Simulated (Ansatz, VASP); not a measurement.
# Cross-check of Ti (Titanium) between VASP and Ansatz, part 2 of 2

Wanted: the spread between two codes on one cell, functional and k mesh. The structure shown comes from an earlier Ansatz run, which isn't shown and may have moved the atoms alone.

VASP 6.6.1 and Ansatz 0.2.0.

So far: Starting point; Ansatz: elastic constants, PBEsol.

**3. VASP: elastic constants, PBEsol**

Level of this step: PBEsol; plane waves and PAW (Ti_sv) (VASP).

The same cell, functional, mesh and smearing now go to VASP, with its own data sets.

Lines of VASP's logs that name or quote its potential files are left out, and so is its time.

File INCAR:

```
SYSTEM = Ti
PREC = Accurate
ENCUT = 500
EDIFF = 1E-08
NELM = 120
ISMEAR = -1
SIGMA = 0.15
LREAL = .FALSE.
ALGO = Normal
GGA = PS
NBANDS = 18
LASPH = .TRUE.
LORBIT = 11
LWAVE = .FALSE.
LCHARG = .FALSE.
ISIF = 3
IBRION = 6
NFREE = 2
POTIM = 0.015
NSW = 1
GGA_COMPAT = .FALSE.
KPAR = 2
```

File POSCAR:

```
Ti
1.0
    2.9022020775      0.0000000000      0.0000000000
   -1.4511010388      2.5133807261      0.0000000000
    0.0000000000      0.0000000000      4.6020111502
Ti
2
Direct
    0.3333333334      0.6666666668      0.2500000000
    0.6666666668      0.3333333334      0.7500000000
```

File KPOINTS:

```
Automatic mesh
0
Gamma
21 21 12
0 0 0
```

The projector-augmented-wave data sets are Ti_sv (PBE family, release 64).

Command:

```console
mpirun -np 2 vasp_std
```

Numbers of over 12 decimals in the logs are rounded to 6 here.

Output:

```text
[banner, memory and clock lines left out]
running    2 mpi-ranks, on    1 nodes
 distrk:  each k-point on    1 cores,    2 groups
 distr:  one band on    1 cores,    1 groups

 POSCAR found type information on POSCAR Ti
 POSCAR found :  1 types and       2 ions
|                                                                             |
|               ----> ADVICE to this user running VASP <----                  |
|                                                                             |
|     You enforced a specific xc type in the INCAR file but a different       |
|     [... a line on the potential file left out ...]
|     I HOPE YOU KNOW WHAT YOU ARE DOING!                                     |
|                                                                             |

 LDA part: xc-table for (Slater+PW92), standard interpolation
 POSCAR, INCAR and KPOINTS ok, starting setup
 FFT: planning ... GRIDC
 FFT: planning ... GRID_SOFT
 FFT: planning ... GRID
 WAVECAR not read
 entering main loop
       N       E                     dE             d eps       ncg     rms          rms(c)
DAV:   1     0.254170392986E+03    0.25417E+03   -0.12988E+04 12112   0.163E+03
DAV:   2     0.106334101362E+02   -0.24354E+03   -0.24038E+03 12324   0.451E+02
DAV:   3    -0.178383814144E+02   -0.28472E+02   -0.28142E+02 22928   0.127E+02
DAV:   4    -0.189334949408E+02   -0.10951E+01   -0.10940E+01 13696   0.262E+01
DAV:   5    -0.189853175934E+02   -0.51823E-01   -0.51812E-01 18988   0.407E+00    0.128E+01
DAV:   6    -0.167648426286E+02    0.22205E+01   -0.79838E+00 14234   0.298E+01    0.316E+00
DAV:   7    -0.167429676361E+02    0.21875E-01   -0.85431E-01 18462   0.700E+00    0.209E+00
DAV:   8    -0.167719253703E+02   -0.28958E-01   -0.23528E-01 14144   0.589E+00    0.766E-01
DAV:   9    -0.167620833965E+02    0.98420E-02   -0.55542E-02 14382   0.251E+00    0.705E-02
DAV:  10    -0.167624598124E+02   -0.37642E-03   -0.29513E-03 17828   0.371E-01    0.972E-02
DAV:  11    -0.167625250824E+02   -0.65270E-04   -0.26936E-04 14238   0.122E-01    0.328E-02
DAV:  12    -0.167625170259E+02    0.80566E-05   -0.31619E-05 16000   0.480E-02    0.107E-02
DAV:  13    -0.167625170619E+02   -0.36080E-07   -0.26168E-06 13854   0.142E-02    0.695E-04
DAV:  14    -0.167625170363E+02    0.25610E-07   -0.30236E-07 17742   0.358E-03    0.882E-04
DAV:  15    -0.167625170146E+02    0.21731E-07   -0.48039E-08 12934   0.174E-03    0.294E-04
DAV:  16    -0.167625170728E+02   -0.58198E-07   -0.82506E-09  8500   0.613E-04    0.152E-04
DAV:  17    -0.167625170621E+02    0.10683E-07   -0.12121E-09  6888   0.314E-04    0.354E-05
DAV:  18    -0.167625170611E+02    0.10573E-08   -0.29688E-10  6724   0.134E-04
   1 F= -.16762517E+02 E0= -.16670579E+02  d E =-.183876E+00
[... from here on, the cycles between the ionic steps are left out ...]
   2 F= -.16757079E+02 E0= -.16663579E+02  d E =-.187001E+00
   9 F= -.16761127E+02 E0= -.16669004E+02  d E =-.184246E+00
  10 F= -.16761687E+02 E0= -.16669591E+02  d E =-.184193E+00
  11 F= -.16761687E+02 E0= -.16669591E+02  d E =-.184193E+00
  12 F= -.16761687E+02 E0= -.16669581E+02  d E =-.184211E+00
  13 F= -.16761687E+02 E0= -.16669582E+02  d E =-.184211E+00
  14 F= -.16762400E+02 E0= -.16670432E+02  d E =-.183936E+00
  15 F= -.16762400E+02 E0= -.16670432E+02  d E =-.183936E+00
  16 F= -.16762090E+02 E0= -.16670205E+02  d E =-.183770E+00
 Finite differences progress:
  Degree of freedom:   8/  8
  Displacement:        1/  2
  Total:              15/ 16
 bond charge predicted
       N       E                     dE             d eps       ncg     rms          rms(c)
DAV:   1    -0.167406884122E+02    0.21402E-01   -0.28412E+00 23254   0.400E+01    0.320E-01
DAV:   2    -0.167623666916E+02   -0.21678E-01   -0.22628E-01 18784   0.484E+00    0.187E-01
DAV:   3    -0.167621532643E+02    0.21343E-03   -0.60882E-03 26704   0.829E-01    0.536E-02
DAV:   4    -0.167621251550E+02    0.28109E-04   -0.48421E-04 20626   0.247E-01    0.265E-02
DAV:   5    -0.167620889156E+02    0.36239E-04   -0.17428E-04 25738   0.160E-01    0.292E-03
DAV:   6    -0.167620904394E+02   -0.15237E-05   -0.20530E-05 21396   0.459E-02    0.182E-03
DAV:   7    -0.167620903949E+02    0.44435E-07   -0.87976E-07 25554   0.123E-02    0.441E-04
DAV:   8    -0.167620904010E+02   -0.60900E-08   -0.11297E-07 23444   0.357E-03    0.192E-04
DAV:   9    -0.167620904088E+02   -0.77703E-08   -0.77031E-09 11406   0.832E-04
  17 F= -.16762090E+02 E0= -.16670205E+02  d E =-.183770E+00
 Finite differences progress:
  Degree of freedom:   8/  8
  Displacement:        2/  2
  Total:              16/ 16
```

From OUTCAR (step 3):

```text
ion  position               nearest neighbor table
   1  0.333  0.667  0.250-   2 2.85   2 2.85   2 2.85   2 2.85   2 2.85   2 2.85
   2  0.667  0.333  0.750-   1 2.85   1 2.85   1 2.85   1 2.85   1 2.85   1 2.85

  LATTYP: Found a hexagonal cell.
 ALAT       =     2.9022020775
 C/A-ratio  =     1.5856963186

 Subroutine GETGRP returns: Found 24 space group operations
 (whereof 12 operations were pure point group operations)

The static configuration has the point symmetry D_3d.
 The point group associated with its full space group is D_6h.

 Found    336 irreducible k-points:

   k-points           NKPTS =    336   k-points in BZ     NKDIM =    336   number of bands    NBANDS=     18

   dimension x,y,z NGX =    24 NGY =   24 NGZ =   36
   dimension x,y,z NGXF=    48 NGYF=   48 NGZF=   72

   ENCUT  =  500.0 eV  36.75 Ry    6.06 a.u.   5.29  5.29  8.39*2*pi/ulx,y,z

   NELECT =      24.0000    total number of electrons

 k-points in reciprocal lattice and weights: Automatic mesh
   0.00000000  0.00000000  0.00000000       0.000
   0.04761905 -0.00000000  0.00000000       0.001
   0.09523810 -0.00000000  0.00000000       0.001
   0.14285714 -0.00000000  0.00000000       0.001
   0.19047619 -0.00000000  0.00000000       0.001
   0.23809524  0.00000000  0.00000000       0.001
   0.28571429 -0.00000000  0.00000000       0.001
   0.33333333 -0.00000000  0.00000000       0.001
   0.38095238 -0.00000000  0.00000000       0.001
[...]
0.33333333  0.28571429  0.50000000       0.002
   0.33333333  0.33333333  0.50000000       0.000

 average (electrostatic) potential at core
       1 -71.8431       2 -71.8431

 E-fermi :   8.5307

 k-point     1 :       0.0000    0.0000    0.0000
  band No.  band energies     occupation
    ...
      6     -23.8985      2.00000
      7     -23.8827      2.00000
      8     -23.8827      2.00000
      9       2.2824      2.00000
     10       5.7981      2.00000
     11       9.3692      0.00744
     12       9.3692      0.00744
     13       9.4247      0.00515
     14       9.5246      0.00265
     15       9.8921      0.00023
    ...

 k-point     2 :       0.0476   -0.0000    0.0000
  band No.  band energies     occupation
    ...
      6     -23.9009      2.00000
      7     -23.8951      2.00000
      8     -23.8843      2.00000
      9       2.3488      2.00000
     10       5.8515      2.00000
     11       9.2051      0.02205
     12       9.3103      0.01100
     13       9.4167      0.00543
     14       9.6343      0.00128
     15       9.8567      0.00029
    ...

 k-point     3 :       0.0952   -0.0000    0.0000
  band No.  band energies     occupation
    ...
      6     -23.9307      2.00000
      7     -23.9080      2.00000
      8     -23.8888      2.00000
      9       2.5452      2.00000
     10       6.0050      2.00000
     11       8.9371      0.12481
     12       8.9899      0.08945
     13       9.5575      0.00213
     14       9.7281      0.00068
     15       9.8361      0.00033
    ...

  Total       -0.0703409     -0.0703409     -0.0670536      0.0000000     -0.0000000     -0.0000000
  in kB       -3.3572611     -3.3572611     -3.2003618      0.0000000     -0.0000000     -0.0000000
  external PRESSURE =      -3.3049613 kB  Pullay stress =       0.0000000 kB

  energy-cutoff  :      500.00
  volume of cell :       33.57
      direct lattice vectors                 reciprocal lattice vectors
     2.902202078  0.000000000  0.000000000     0.344565945  0.198935241  0.000000000
    -1.451101039  2.513380726  0.000000000     0.000000000  0.397870482  0.000000000
     0.000000000  0.000000000  4.602011150     0.000000000  0.000000000  0.217296301

 POSITION                                       TOTAL-FORCE (eV/Angst)
 -----------------------------------------------------------------------------------
     -0.00000      1.67559      1.13550        -0.000000      0.000000      0.056874
      1.45110      0.83779      3.45151         0.000000      0.000000     -0.056874
 -----------------------------------------------------------------------------------
    total drift:                               -0.000001     -0.000001     -0.000294

  FREE ENERGIE OF THE ION-ELECTRON SYSTEM (eV)
  ---------------------------------------------------
  free  energy   TOTEN  =       -16.7620904088 eV

  energy  without entropy=      -16.5783203863  energy(sigma->0) =      -16.67020540

  SYMMETRIZED ELASTIC MODULI (kBar)
 Direction    XX          YY          ZZ          XY          YZ          ZX
 --------------------------------------------------------------------------------
 XX        1915.1994    738.4990    815.4852     -0.0000      0.0000      0.0000
 YY         738.4990   1915.1994    815.4852     -0.0000      0.0000      0.0000
 ZZ         815.4852    815.4852   1923.8083     -0.0000      0.0000     -0.0000
 XY          -0.0000     -0.0000     -0.0000    588.3502      0.0000     -0.0000
 YZ          -0.0000      0.0000      0.0000      0.0000    351.5805     -0.0000
 ZX           0.0000      0.0000      0.0000      0.0000     -0.0000    351.5804
 --------------------------------------------------------------------------------

 Eigenvectors and eigenvalues of the dynamical matrix
 ----------------------------------------------------

   1 f  =    6.221371 THz    39.090026 2PiTHz  207.522593 cm-1    25.729511 meV
             X         Y         Z           dx          dy          dz
     -0.000000  1.675587  1.150503     0.000000    0.000000   -0.707107
      1.451101  0.837794  3.451508    -0.000000    0.000000    0.707107

   2 f  =    3.271258 THz    20.553920 2PiTHz  109.117420 cm-1    13.528830 meV
             X         Y         Z           dx          dy          dz
     -0.000000  1.675587  1.150503    -0.218029    0.672654   -0.000000
      1.451101  0.837794  3.451508     0.218029   -0.672654    0.000000

   3 f  =    3.271258 THz    20.553920 2PiTHz  109.117420 cm-1    13.528830 meV
             X         Y         Z           dx          dy          dz
     -0.000000  1.675587  1.150503    -0.672654   -0.218029   -0.000000
      1.451101  0.837794  3.451508     0.672654    0.218029    0.000000

   4 f  =    0.000000 THz     0.000000 2PiTHz    0.000000 cm-1     0.000000 meV
             X         Y         Z           dx          dy          dz
     -0.000000  1.675587  1.150503    -0.000000   -0.000000    0.707107
      1.451101  0.837794  3.451508     0.000000    0.000000    0.707107

   5 f/i=    0.000000 THz     0.000000 2PiTHz    0.000000 cm-1     0.000000 meV
             X         Y         Z           dx          dy          dz
     -0.000000  1.675587  1.150503    -0.682723    0.184091    0.000000
      1.451101  0.837794  3.451508    -0.682723    0.184091    0.000000

   6 f/i=    0.000000 THz     0.000000 2PiTHz    0.000001 cm-1     0.000000 meV
             X         Y         Z           dx          dy          dz
     -0.000000  1.675587  1.150503    -0.184091   -0.682723   -0.000000
      1.451101  0.837794  3.451508    -0.184091   -0.682723    0.000000

 ELASTIC MODULI CONTR FROM IONIC RELAXATION (kBar)
 Direction    XX          YY          ZZ          XY          YZ          ZX
 --------------------------------------------------------------------------------
 XX        -373.3900    373.3900     -0.0000      0.0000      0.0000     -0.0000
 YY         373.3900   -373.3900      0.0000      0.0000     -0.0000      0.0000
 ZZ          -0.0000      0.0000     -0.0000      0.0000      0.0000     -0.0000
 XY           0.0000      0.0000      0.0000   -373.3900      0.0000     -0.0000
 YZ           0.0000     -0.0000      0.0000      0.0000     -0.0000      0.0000
 ZX          -0.0000      0.0000     -0.0000     -0.0000      0.0000     -0.0000
 --------------------------------------------------------------------------------

 TOTAL ELASTIC MODULI (kBar)
 Direction    XX          YY          ZZ          XY          YZ          ZX
 --------------------------------------------------------------------------------
 XX        1541.8094   1111.8891    815.4852     -0.0000      0.0000     -0.0000
 YY        1111.8891   1541.8094    815.4852     -0.0000     -0.0000      0.0000
 ZZ         815.4852    815.4852   1923.8083     -0.0000      0.0000     -0.0000
 XY          -0.0000     -0.0000     -0.0000    214.9602      0.0000     -0.0000
 YZ          -0.0000     -0.0000      0.0000      0.0000    351.5805     -0.0000
 ZX           0.0000      0.0000     -0.0000     -0.0000     -0.0000    351.5804
 --------------------------------------------------------------------------------

 total charge
# of ion       s       p       d       tot
------------------------------------------
    1        2.258   6.127   1.910  10.296
    2        2.258   6.127   1.910  10.296
--------------------------------------------------
tot          4.517  12.255   3.821  20.592

[... 3 further parts left out ...]
```

The last energy, forces, stress and levels in OUTCAR belong to the last displaced cell, not to the cell of POSCAR.

Levels, forces or a CONTCAR printed for this step are those of its last displaced cell, not of the structure at rest.

**4. Differences**

Known differences besides the potentials themselves: the cutoff is 550 eV in Ansatz and 500 eV in VASP; Ansatz makes its cores anew for this functional, VASP keeps those of its PBE data sets; VASP takes each elastic constant from one size of strain, Ansatz from those that its log lists. Total energies have different zeros and are not compared.

Both answers:

```
 quantity  Ansatz   VASP  difference
C11 (GPa)   154.1  154.2     -0.04 %
C22 (GPa)   154.1  154.2     -0.04 %
C33 (GPa)   192.1  192.4     -0.16 %
C12 (GPa)   112.6  111.2     +1.25 %
C13 (GPa)    82.2   81.5     +0.77 %
C23 (GPa)    82.2   81.5     +0.77 %
C44 (GPa)    34.7   35.2     -1.43 %
C55 (GPa)    34.7   35.2     -1.43 %
C66 (GPa)    20.8   21.5     -3.42 %
```

**5. Outcome**

```json
{
  "difference in C66 (elastic constants, PBEsol)": "-3.4 %"
}
```

What this shows: The difference in C66 is -3.4 % (elastic constants, PBEsol), within the 5 % picked in this series as the mark of a large difference. Such differences can come from data sets, numerical settings and the points named under the comparisons, not from the functional's error against experiment.

[Lines on the potential files, build, host, timing and source positions are cut from VASP's logs without a mark.]

[Logs are printed without paths, hosts, clocks, repeated set-up lines and the standing remarks that a program may print on its own settings, such as how far it seeks lower states.]

[Hosts, paths, dates, database ids (printed as entryN), source tags and the programs' standing remarks are cut or masked in the printed files.]
